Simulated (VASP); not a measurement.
# SiC (P6_3mc) in VASP: further runs, part 2 of 2

VASP 6.6.1.

## (4) Relaxation of cell and atoms, PBE, target pressure 40 GPa, at which the enthalpy is minimised

This run uses another cell than the first one, of 9.68 Å³/atom, 0.935 times its volume.

The input, INCAR:

```
SYSTEM = SiC
PREC = Accurate
ENCUT = 600
EDIFF = 1E-6
ISMEAR = -1
SIGMA = 0.05
LREAL = .False.
LASPH = .True.
NELM = 80
ALGO = Normal
ISIF = 3
LWAVE = .False.
LCHARG = .False.
GGA = PE
IBRION = 2
NSW = 40
EDIFFG = -0.005
PSTRESS = 400
KPAR = 4
```

The input, KPOINTS:

```
Automatic mesh
0
Gamma
  8 8 2
  0 0 0
```

The input, POSCAR:

```
SiC                                     
1.0
    3.0125787517      0.0000000000      0.0000000000
   -1.5062893758      2.6089697300     -0.0000000000
    0.0000000000      0.0000000000     14.7773307242
  Si              C             
     6     6
Direct
     0.0000000000000000    0.0000000000000000    0.9999915532646646
     0.3333333332999970    0.6666666667000030    0.1666606009708941
     0.6666666667000030    0.3333333332999970    0.3331712009360889
     0.0000000000000000    0.0000000000000000    0.4999915532646645
     0.6666666667000030    0.3333333332999970    0.6666606009708941
     0.3333333332999970    0.6666666667000030    0.8331712009360891
     0.0000000000000000    0.0000000000000000    0.1253022057824504
     0.3333333332999970    0.6666666667000030    0.2916836735091876
     0.6666666667000030    0.3333333332999970    0.4581907655367145
     0.0000000000000000    0.0000000000000000    0.6253022057824503
     0.6666666667000030    0.3333333332999970    0.7916836735091876
     0.3333333332999970    0.6666666667000030    0.9581907655367145
```

Launch:

```bash
$ cat potpaw_PBE.64/Si/POTCAR potpaw_PBE.64/C/POTCAR > POTCAR
$ mpirun -np 4 vasp_std > vasp.out
```

Run time: 67 s. Hardware: 4 MPI ranks of Intel Xeon Platinum 8488C (Sapphire Rapids), shared host; peak memory 0.28 GiB.

The run converged. Its results:

```
Free energy                                            : -88.5066 eV
Relaxed volume                                         : 9.10 Å³/atom
Relaxed cell                                           : a = 2.951 Å, b = 2.951 Å, c = 14.471 Å, α = 90.00°, β = 90.00°, γ = 120.00°
Space group after relaxing (to 0.05 Å)                 : P6_3mc (No. 186)
Energy change on relaxing (the enthalpy is what falls) : +107.6 meV/atom
Ionic steps                                            : 10
Pressure after relaxing                                : 40.0 GPa
Band gap on the k mesh                                 : 1.99 eV, indirect (least direct gap 3.11 eV)
```

Forces in eV/Å, atoms in the order of the input:
```
Si   0.000  0.000  0.001
Si   0.000  0.000  0.001
Si   0.000  0.000  0.001
Si   0.000  0.000  0.001
Si   0.000  0.000  0.001
Si   0.000  0.000  0.001
C    0.000  0.000 -0.001
C    0.000  0.000 -0.002
C    0.000  0.000 -0.001
C    0.000  0.000 -0.001
C    0.000  0.000 -0.002
C    0.000  0.000 -0.001
```

The path:
```
step  energy change (eV)  largest force (eV/Å)  pressure (GPa)  volume (Å³)
   1              0.0000                0.0019           20.04       116.15
   2              6.0838                0.0670           91.03        97.03
   3              1.2290                0.0200           39.18       109.39
   4              1.2857                0.0207           39.91       109.16
   5              1.3199                0.0211           40.36       109.03
   6              1.2505                0.0310           39.45       109.31
   7              1.2928                0.0071           40.00       109.14
   8              1.2922                0.0071           40.00       109.14
   9              1.2916                0.0072           39.99       109.14
  10              1.2917                0.0023           39.99       109.14
```

Final structure:
```
CELL_PARAMETERS angstrom
2.95104 0.00000 0.00000
-1.47552 2.55567 0.00000
0.00000 0.00000 14.47124
ATOMIC_POSITIONS crystal
Si 0.00000 0.00000 0.00002
Si 0.33333 0.66667 0.16663
Si 0.66667 0.33333 0.33316
Si 0.00000 0.00000 0.50002
Si 0.66667 0.33333 0.66663
Si 0.33333 0.66667 0.83316
C 0.00000 0.00000 0.12530
C 0.33333 0.66667 0.29168
C 0.66667 0.33333 0.45821
C 0.00000 0.00000 0.62530
C 0.66667 0.33333 0.79168
C 0.33333 0.66667 0.95821
```

Levels at points of the mesh, in eV from the valence-band top:
```csv
k point,band 22,band 23,band 24,band 25,band 26,band 27
"(0.00, 0.00, 0.00)",-0.03,0.00,0.00,6.34,6.49,6.96
"(0.50, 0.00, 0.00)",-1.88,-1.76,-1.12,1.99,2.25,3.44
"(0.00, 0.00, 0.50)",-0.10,-0.10,-0.10,6.40,6.40,7.17
"(0.50, 0.00, 0.50)",-1.79,-1.35,-1.35,2.07,2.07,3.64
```

Caveat: the cell is relaxed towards a set pressure, so the enthalpy falls and the energy may rise.

## (5) Relaxation of cell and atoms, PBE, target pressure 60 GPa, at which the enthalpy is minimised

This run uses another cell than the first one, of 9.10 Å³/atom, 0.879 times its volume.

Changes to INCAR since step 4:

```diff
@@ -17,3 +17,3 @@
 EDIFFG = -0.005
-PSTRESS = 400
+PSTRESS = 600
 KPAR = 4
```

KPOINTS is that of step 4.

The input, POSCAR:

```
SiC                                     
1.0
    2.9510374152      0.0000000000      0.0000000000
   -1.4755187075      2.5556733692     -0.0000000000
    0.0000000000      0.0000000000     14.4712437282
  Si              C             
     6     6
Direct
     0.0000000000000000    0.0000000000000000    0.0000195465632432
     0.3333333332999970    0.6666666667000030    0.1666293734664344
     0.6666666667000030    0.3333333332999970    0.3331600227872121
     1.0000000000000000    0.0000000000000000    0.5000195465632431
     0.6666666667000030    0.3333333332999970    0.6666293734664346
     0.3333333332999970    0.6666666667000030    0.8331600227872120
     0.0000000000000000    0.0000000000000000    0.1253020581914367
     0.3333333332999970    0.6666666667000030    0.2916793239584920
     0.6666666667000030    0.3333333332999970    0.4582096750331816
     0.0000000000000000    0.0000000000000000    0.6253020581914367
     0.6666666667000030    0.3333333332999970    0.7916793239584921
     0.3333333332999970    0.6666666667000030    0.9582096750331817
```

Launch:

```bash
$ cat potpaw_PBE.64/Si/POTCAR potpaw_PBE.64/C/POTCAR > POTCAR
$ mpirun -np 4 vasp_std > vasp.out
```

It took 69 s on 4 MPI ranks of Intel Xeon Platinum 8488C (Sapphire Rapids), shared host; peak memory 0.28 GiB.

The run converged. Its results:

- Free energy: -86.8022 eV
- Relaxed volume: 8.64 Å³/atom
- Relaxed cell: a = 2.901 Å, b = 2.901 Å, c = 14.222 Å, α = 90.00°, β = 90.00°, γ = 120.00°
- Space group after relaxing (to 0.05 Å): P6_3mc (No. 186)
- Energy change on relaxing (the enthalpy is what falls): +141.2 meV/atom
- Ionic steps: 10
- Pressure after relaxing: 60.0 GPa
- Band gap on the k mesh: 1.97 eV, indirect (least direct gap 3.09 eV)

Forces on the atoms (eV/Å):
```
Si   0.000  0.000  0.001
Si   0.000  0.000  0.001
Si   0.000  0.000  0.001
Si   0.000  0.000  0.001
Si   0.000  0.000  0.001
Si   0.000  0.000  0.001
C    0.000  0.000 -0.001
C    0.000  0.000 -0.002
C    0.000  0.000 -0.001
C    0.000  0.000 -0.001
C    0.000  0.000 -0.002
C    0.000  0.000 -0.001
```

Step by step:
```
step  energy change (eV)  largest force (eV/Å)  pressure (GPa)  volume (Å³)
   1              0.0000                0.0019           40.03       109.14
   2              7.9607                0.0648          119.76        92.19
   3              1.6122                0.0168           59.10       103.89
   4              1.6872                0.0175           59.91       103.69
   5              1.7274                0.0176           60.34       103.58
   6              1.6380                0.0315           59.37       103.82
   7              1.6958                0.0073           60.00       103.67
   8              1.6948                0.0071           59.99       103.67
   9              1.6942                0.0070           59.98       103.67
  10              1.6948                0.0020           59.99       103.67
```

Final structure:
```
Si C
1.0
     2.90118    0.00000    0.00000
    -1.45059    2.51249    0.00000
     0.00000    0.00000   14.22236
Si C
6 6
Direct
  0.00000 0.00000 0.00004
  0.33333 0.66667 0.16660
  0.66667 0.33333 0.33315
  0.00000 0.00000 0.50004
  0.66667 0.33333 0.66660
  0.33333 0.66667 0.83315
  0.00000 0.00000 0.12531
  0.33333 0.66667 0.29168
  0.66667 0.33333 0.45823
  0.00000 0.00000 0.62531
  0.66667 0.33333 0.79168
  0.33333 0.66667 0.95823
```

Levels at points of the mesh, in eV from the valence-band top:
```csv
k point,band 21,band 22,band 23,band 24,band 25,band 26,band 27,band 28
"(0.00, 0.00, 0.00)",-0.31,-0.03,0.00,0.00,6.82,6.96,7.45,7.90
"(0.50, 0.00, 0.00)",-1.96,-1.92,-1.80,-1.13,1.97,2.26,3.53,4.17
"(0.00, 0.00, 0.50)",-0.10,-0.10,-0.10,-0.10,6.88,6.88,7.65,7.65
"(0.50, 0.00, 0.50)",-1.82,-1.82,-1.37,-1.37,2.06,2.06,3.73,3.73
```

Caveat: the cell is relaxed towards a set pressure, so the enthalpy falls and the energy may rise.

## (6) Overview

| cell | target pressure | gap on the mesh (eV) | pressure (GPa) |
| --- | --- | --- | --- |
| relaxed | - | 2.03 | 0.0 |
| relaxed to 20 GPa | 20 GPa | 2.01 | 20.0 |
| relaxed to 40 GPa | 40 GPa | 1.99 | 40.0 |
| relaxed to 60 GPa | 60 GPa | 1.97 | 60.0 |

Alike in all rows: task relaxation of cell and atoms; level PBE; potentials or basis VASP PAW PBE potentials, release 64 (Si, C); no spin polarisation; k mesh 8 × 8 × 2; cutoff (eV) 600; smearing fermi-dirac 0.05 eV.

Caveats: the cell is relaxed towards a set pressure, so the enthalpy falls and the energy may rise (some runs).

Absolute energies hang on the potentials; compare differences alone.
